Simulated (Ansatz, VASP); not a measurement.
## Cross-check of Zr3GeB (Zr3GeB antiperovskite) between VASP and Ansatz

Aim: how closely do two programs agree when they are given the same cell, functional and k mesh? The cell is generated by rule, not measured, and may not be a known phase. The cell is taken from a series of runs on this material, whose earlier steps may have relaxed, scaled, displaced or heated it; both programs get it as it stands.

Program: Ansatz 0.2.0. Level of theory: plane waves, with VASP 6.6.1 beside it; zone-centre phonons at PBEsol. Results are calculated unless marked as measured.

The structure was built from a prototype and need not be the compound's stable phase.

## 1. Starting point

It takes space group Pm-3m (No. 221, cubic). Conventional cell: a = 4.525 Å, b = 4.525 Å, c = 4.525 Å, α = 90.00°, β = 90.00°, γ = 90.00°. Nearest to Ge lie 12 Zr at 3.20 Å. Zr has 2 B at 2.26 Å and 8 Zr at 3.20 Å and 4 Ge at 3.20 Å nearest. Nearest to B lie 6 Zr at 2.26 Å. Farther neighbours are not listed.

## 2. Ansatz: zone-centre phonons, PBEsol

Ansatz runs on its default PAW (the set named soft_2) files.

Second derivatives magnify differences that forces hide, and they need a tight electronic threshold.

File input.yaml:

```yaml
crystal:
  lattice:
    - [4.5251622217, 0.0, 0.0]
    - [0.0, 4.5251622217, 0.0]
    - [0.0, 0.0, 4.5251622217]
  atoms:
    - { symbol: Ge, position: [0.0, 0.0, 0.0] }
    - { symbol: Zr, position: [0.5, 0.5, 0.0] }
    - { symbol: Zr, position: [0.5, 0.0, 0.5] }
    - { symbol: Zr, position: [0.0, 0.5, 0.5] }
    - { symbol: B, position: [0.5, 0.5, 0.5] }
kpoints:
  mp_grid: { grid: [4, 4, 4] }
hamiltonian:
  xc: pbesol
scf:
  occupations: { method: methfessel_paxton, width: 0.2 }
output:
  eigenvalues: true
phonons:
  method: dfpt
  qmesh: [2, 2, 2]
  temperatures: { t_max: 1000, t_step: 50 }
  qpath:
    path:
      - [[0.0, 0.0, 0.0], [0.0, 0.5, 0.0], [0.5, 0.5, 0.0], [0.0, 0.0, 0.0], [0.5, 0.5, 0.5], [0.0, 0.5, 0.0]]
      - [[0.5, 0.5, 0.5], [0.5, 0.5, 0.0]]
    npoints: 10
```

Launch:

```bash
ansatz run input.yaml --threads 4 --pin off --max-ram 16384MiB --backend cpu --events-out ev --progress --plain --runs-dir out
```

Numbers of over 12 decimals in the logs are rounded to 6 here.

The program printed:

```text
Engine: ansatz 0.2.0, aarch64-unknown-linux-gnu
Pseudopotentials: kind: paw
Pseudopotential: Ge, paw, valence charge 14, recommended cutoff 420 eV (normal), Ge.paw.azcp
Pseudopotential: Zr, paw, valence charge 12, recommended cutoff 420 eV (normal), Zr.paw.azcp
Pseudopotential: B, paw, valence charge 3, recommended cutoff 420 eV (normal), B.paw.azcp
Functional definition: PBEsol
  exchange = pbesol_x
  correlation = pbesol_c
Crystal: 5 atoms, lattice volume = 92.662 Å³
Basis set: ecut = 420 eV, 1839 PW (Γ), exchange–correlation on 64×64×64 points (8 copies of the dense FFT grid, shifted against one another)
Bands: 32, of which v1, the nominal top of the filled ones, is band 27 counted from 1 (26 counted from 0)
Symmetry: 48 space group operations
k-points: 10 of 64
Non-local potential: Ge, projectors of the file, l = 0: 2, l = 1: 2, l = 2: 3, l = 3: 1
Non-local potential: Zr, projectors of the file, l = 0: 3, l = 1: 2, l = 2: 2, l = 3: 2
Non-local potential: B, projectors of the file, l = 0: 2, l = 1: 2, l = 2: 1
PAW form: soft (Blöchl's): semilocal exchange-correlation on the pseudo side does not see the compensation charge
PAW frozen core: Ge, regenerated for the run's functional, and the local potential with it (the file was generated under x = pbe(κ = 0.804, μ = 0.219515), c = pbe(β = 0.066725))
PAW frozen core: Zr, regenerated for the run's functional, and the local potential with it (the file was generated under x = pbe(κ = 0.804, μ = 0.219515), c = pbe(β = 0.066725))
PAW frozen core: B, regenerated for the run's functional, and the local potential with it (the file was generated under x = pbe(κ = 0.804, μ = 0.219515), c = pbe(β = 0.066725))
PAW one-centre angular grid: Ge, 590 points (default); XC on 64 Gauss nodes
PAW one-centre angular grid: Zr, 590 points (default); XC on 64 Gauss nodes
PAW one-centre angular grid: B, 110 points (default); XC on 64 Gauss nodes
Initial density: superposition of atomic densities (neutral atoms: chi_scale 0, normalization atom), corrected by the library's trained network
Initial wavefunctions: pseudopotential atomic-orbital guess
Functional: x = pbesol(κ = 0.804, μ = 0.123457), c = pbesol(β = 0.046)
SCF iter   1: F=—  HF=-16794.226700 eV  |F-HF|=—  |Δ(HF+E_count)|=         —  Δρ=9.38e-3  dr2=2.30e-1  ethr=1.77e-3  ⟨swp⟩=4.2  Hψ=1198  notcnv=0
preconditioner: auto → Resta (q_TF=auto, 2.486 Å⁻¹)  ε∞=13.8  [insulator: Δε(μ)=0.146 eV  Ē_g=4.697 eV  σ=0.200 eV  W_gap=0.55  n_scr=26 (ndim 8)  ℏωp=16.8 eV  f_vac=0.000  D(μ)=3.67/eV (n_scr^D=26)  ε∞_Penn≈13.8]
SCF iter   2: F=—  HF=-16794.176432 eV  |F-HF|=—  |Δ(HF+E_count)|=   5.03e-2  S|Δr|=    0.00e0  Δρ=3.94e-3  dr2=4.09e-2  ethr=4.34e-4  ⟨swp⟩=2.0  Hψ=455  notcnv=0
SCF iter   3: F=—  HF=-16794.165427 eV  |F-HF|=—  |Δ(HF+E_count)|=   1.10e-2  S|Δr|=    0.00e0  Δρ=1.23e-3  dr2=2.05e-3  ethr=7.72e-5  ⟨swp⟩=2.0  Hψ=391  notcnv=0
SCF iter   4: F=—  HF=-16794.164869 eV  |F-HF|=—  |Δ(HF+E_count)|=   5.58e-4  S|Δr|=    0.00e0  Δρ=4.43e-4  dr2=1.48e-4  ethr=3.87e-6  ⟨swp⟩=2.0  Hψ=463  notcnv=0
SCF iter   5: F=—  HF=-16794.164682 eV  |F-HF|=—  |Δ(HF+E_count)|=   1.87e-4  S|Δr|=    0.00e0  Δρ=1.41e-4  dr2=1.65e-5  ethr=2.80e-7  ⟨swp⟩=2.0  Hψ=458  notcnv=0
SCF iter   6: F=—  HF=-16794.164672 eV  |F-HF|=—  |Δ(HF+E_count)|=   9.60e-6  S|Δr|=    0.00e0  Δρ=2.93e-5  dr2=6.09e-7  ethr=3.11e-8  ⟨swp⟩=2.4  Hψ=481  notcnv=0
SCF iter   7: F=—  HF=-16794.164675 eV  |F-HF|=—  |Δ(HF+E_count)|=   3.06e-6  S|Δr|=    0.00e0  Δρ=5.64e-6  dr2=2.71e-8  ethr=1.15e-9  ⟨swp⟩=2.0  Hψ=453  notcnv=0
SCF iter   8: F=—  HF=-16794.164675 eV  |F-HF|=—  |Δ(HF+E_count)|=   9.37e-9  S|Δr|=    0.00e0  Δρ=8.80e-7  dr2=6.12e-10  ethr=5.12e-11  ⟨swp⟩=2.0  Hψ=494  notcnv=0
SCF iter   9: F=—  HF=-16794.164675 eV  |F-HF|=—  |Δ(HF+E_count)|=  2.18e-11  S|Δr|=    0.00e0  Δρ=1.54e-7  dr2=1.81e-11  ethr=1.16e-12  ⟨swp⟩=2.2  Hψ=482  notcnv=0
SCF iter  10: F=-16794.164675 eV  HF=-16794.164675 eV  |F-HF|=1.46e-11  |Δ(HF+E_count)|=    0.00e0  S|Δr|=    0.00e0  Δρ=2.22e-8  dr2=4.38e-13  ethr=1.00e-12  ⟨swp⟩=5.8  Hψ=1268  notcnv=0
SCF 1 converged in 10 iterations: F = -16794.164675 eV  dr2 = 4.38e-13
  greatest PAW one-centre occupation: 0.998 electrons in one spin orbital (limit 2), on the Ge atom at site 0 (counted from 0), in its partial waves of l = 2
phonons: the bands overlap, so this run is a metal and interpolates without the dipole-dipole term. If the crystal is really an insulator or semiconductor, its LO-TO splitting is missing
NSCF: frozen V_eff on 10 k-points
NSCF: frozen V_eff on 27 k-points
DFPT response loops at q = (0, 0, 0) (fractional): preconditioner auto → Kerker (q_TF=auto, 2.486 Å⁻¹) (partly filled bands, converged f_vac=0.000); β = 1.00, the filter's whole step (`scf.mixing.beta` (0.50) is not read by the response loops under this deck's `scf.mixing.preconditioner`; to damp them name `kerker` or `kerker_dos`, under which they read `scf.mixing.beta`, and type it under 1.00, their step now; both keys bind the ground state too); Broyden in place of MSR1
NSCF: frozen V_eff on 54 k-points
DFPT response loops at q = (0, 0, -0.5) (fractional): mixed as the last ones told, above
NSCF: frozen V_eff on 54 k-points
DFPT response loops at q = (0, -0.5, -0.5) (fractional): mixed as the last ones told, above
NSCF: frozen V_eff on 54 k-points
DFPT response loops at q = (-0.5, -0.5, -0.5) (fractional): mixed as the last ones told, above
SCF converged after 10 iterations
Stability not checked: this state was not tested for a lower state beside it, because cold or Methfessel-Paxton smearing, or corrected tetrahedra, fill the levels in a way that the test cannot read (fill_not_monotonic; see scf.lower_state_search)
Free energy (F): -16794.164675 eV
Harris-Foulkes:  -16794.164675 eV  (|F-HF|=1.46e-11)
Internal energy: -16794.148185 eV  (E = F + TS)
E sigma→0 (E₀):  -16794.160553 eV
Entropy (-TS):   -0.016490 eV (-3.298 meV/atom)
Fermi energy:    13.460555 eV
--- Per-component energies (eV) ---
  E_band       = -366.841270
  E_kinetic    = 1164.213521
  E_local      = -4110.405040  (includes V_loc(G=0)·N_el)
  E_nonlocal   = 677.160724
  E_hartree    = 1570.425723
  E_xc         = -590.327287
  E_vxc        = -676.515192  (∫ρ·V_xc dr)
  E_paw        = -10755.851729  (= ΣΔE_a)
  E_vpaw       = -562.147126  (= ΣTr[D̂ρ^β])
  E_aug_tail   = 0.000392  (compensation charges beyond the density's cutoff)
  E_ewald      = -4750.794298
  E_core_change = 1.429808  (= ΣΔE_core)
  E_smearing   = -0.016490  (= −TS)
  E_closure    = 0.000000  (closes the sum)
  Σ components = -16794.164675   (vs F -16794.164675, Δ=0.00e0)
--- Band table (eV; the first three rows and the last of 10) ---
  k-point 0: bands = [... 23 lower, 11.6325, 12.4858, 12.4858, 12.4858, 14.9378, 15.1107, 15.1107, 15.1107, ... 1 higher]
  k-point 1: bands = [... 23 lower, 12.0617, 12.3039, 12.3051, 12.3051, 13.2120, 14.9837, 15.1354, 15.1354, ... 1 higher]
  k-point 2: bands = [... 23 lower, 12.1024, 12.2123, 12.2123, 12.9930, 14.1767, 14.4470, 15.0975, 15.1868, ... 1 higher]
  k-point 9: bands = [... 23 lower, 11.4583, 11.4583, 13.8966, 13.8966, 13.8966, 14.0409, 14.0409, 14.0409, ... 1 higher]
--- Phonons (Γ-DFPT): 4 representative perturbations + reference (Σ response iterations 12) ---
  ASR residual: 8.852e-6 → 0.000e0 eV/Å²; symmetrization residual: 2.389e-6 eV/Å²
  ASR residual per site (eV/Å²): 5.56e-6 8.85e-6 8.85e-6 8.85e-6 1.13e-6
  Γ frequencies (cm⁻¹): 0.00 0.00 0.00 103.65 103.65 103.65 164.95 164.95 164.95 176.75 176.75 176.75 641.98 641.98 641.98
--- Phonons (arbitrary-q DFPT): 4 irreducible q on the 2×2×2 mesh ---
  q = [0.0000, 0.0000, 0.0000] (star 1, of the zone-centre solve; hermiticity 2.11e-7, symmetrization 6.36e-13): -0.00 0.00 0.00 103.65 103.65 103.65 164.95 164.95 164.95 176.75 176.75 176.75 641.98 641.98 641.98
  q = [0.0000, 0.0000, -0.5000] (star 3, 9 solved perturbations in 216 linear systems a pass and spin channel, the states on 27 of 64 k-point pairs; hermiticity 1.13e-7, symmetrization 1.91e-8): 76.54 89.34 89.34 102.20 102.20 106.88 123.10 125.64 125.64 174.52 174.52 260.24 638.79 638.79 645.24
  q = [0.0000, -0.5000, -0.5000] (star 3, 9 solved perturbations in 216 linear systems a pass and spin channel, the states on 27 of 64 k-point pairs; hermiticity 5.94e-8, symmetrization 3.66e-9): -94.98 54.55 54.55 104.14 104.50 104.50 122.21 122.21 145.27 155.52 265.58 292.00 617.13 617.13 667.29
  q = [-0.5000, -0.5000, -0.5000] (star 1, 4 solved perturbations in 81 linear systems a pass and spin channel, the states on 27 of 64 k-point pairs; hermiticity 1.14e-7, symmetrization 6.94e-10): -63.10 -63.10 -63.10 100.48 100.48 100.48 157.37 157.37 157.37 276.28 276.28 300.40 615.61 615.61 615.61
  sum rule: each row above includes the acoustic sum rule's correction from the zone centre's row sums; it moved no ω² by more than (0.17 cm⁻¹)²
  mesh force constants: q→R imaginary residual 1.76e-18; ASR residual 8.852e-6 → 0.000e0 eV/Å²; symmetrization residual 3.908e-14 eV/Å²
  interpolated dispersion: 62 rows × 15 modes
  density of states and harmonic sums: on the 14×14×14 q-mesh, interpolated from the force constants of a 2×2×2 supercell (no non-analytic term)
  largest difference from the sums on the solved wave vectors: F 9.55e-2 eV, S 1.21e-4 and C_V 2.60e-5 eV/K
  zero-point energy: 0.212899 eV/cell   skipped modes (ω ≤ 0): 111, of them read as no rigid motion or as one in doubt: 108 (8.258e-1 modes/cell left out, lowest -94.98 cm⁻¹)   left out of the sums: 5.51e-2 of the cell's modes: C_V's classical limit lies that fraction below 3 k_B per atom; for a crystal, a wire or a layer, F and S can be off by more, and a phonons.interpolated_qmesh denser along its periods is the remedy for the sampling
```

Reading the cycles: dr2 is the Hartree energy of the density residual (eV), the measure of convergence; HF is the Harris–Foulkes estimate of the energy, which meets the free energy F at convergence.

[end of part 1 of 3]

[Lines on the potential files, build, host, timing and source positions are cut from VASP's logs without a mark.]

[Logs are printed without paths, hosts, clocks, repeated set-up lines and the standing remarks that a program may print on its own settings, such as how far it seeks lower states.]

[Hosts, paths, dates, database ids (printed as entryN), source tags and the programs' standing remarks are cut or masked in the printed files.]
